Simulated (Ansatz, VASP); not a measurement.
# One calculation of InB3, two programs

The input INCAR:

```
  PREC = Accurate
  ENCUT = 600
  EDIFF = 1E-6
  ISMEAR = 0
  SIGMA = 0.1
  LREAL = F
  LASPH = T
  NELM = 80
  ALGO = Normal
  ISIF = 3
  LWAVE = F
  LCHARG = F
  GGA = PE
  IBRION = 2
  NSW = 100
  EDIFFG = -0.01
```

KPOINTS

```
Automatic mesh
0
Gamma
  14 14 14
```

POSCAR

```
InB3
1.0
    3.5780218145      0.0000000000      0.0000000000
    0.0000000000      3.5780218145      0.0000000000
    0.0000000000      0.0000000000      3.5780218145
In B
1 3
Direct
    0.0000000000      0.0000000000      0.0000000000
    0.0000000000      0.5000000000      0.5000000000
    0.5000000000      0.0000000000      0.5000000000
    0.5000000000      0.5000000000      0.0000000000
```

Input for Ansatz:

```yaml
crystal:
  lattice:
    - [3.5780218145, 0.0, 0.0]
    - [0.0, 3.5780218145, 0.0]
    - [0.0, 0.0, 3.5780218145]
  atoms:
    - { symbol: In, position: [0.0, 0.0, 0.0] }
    - { symbol: B, position: [0.0, 0.5, 0.5] }
    - { symbol: B, position: [0.5, 0.0, 0.5] }
    - { symbol: B, position: [0.5, 0.5, 0.0] }
basis:
  ecutwfc: 420
kpoints:
  mp_grid: { grid: [14, 14, 14] }
hamiltonian:
  xc: pbe
scf:
  occupations: { method: gaussian, width: 0.1 }
output:
  forces: true
  stress: true
  eigenvalues: true
  write_density: true
  write_potential: true
  elf: true
  volumetric_format: npy
relax:
  adjacent_minimum: "off"
  f_tol: 0.01
  max_steps: 80
  cell: { stress_tol: 0.05 }
```

Change from the starting cell: species swapped into the Pr3Sn type (Pm-3m, No. 221).

Alike in both runs: task relaxation of cell and atoms; functional PBE; k mesh 14 × 14 × 14; occupations gaussian, width 0.1 eV; no spin polarisation.

```csv
,VASP,Ansatz
version,VASP 6.6.1,Ansatz 0.2.0
potentials or method,"VASP PAW PBE potentials, release 64 (In_d, B)","scalar-relativistic, plane waves, PAW"
plane-wave cutoff (eV),600,420
valence electrons in the cell,22,22
```

```tsv
	VASP	Ansatz	Ansatz less VASP
gap on the k mesh at the Fermi level, each at its own relaxed structure (eV)	none	none	-
relaxed volume (Å³/atom)	11.52	11.51	-0.006
relaxed cell length with the largest relative difference (Å)	3.585	3.584	-0.0006
```

A gap of «none» marks a metal or a gap that the smearing closes.
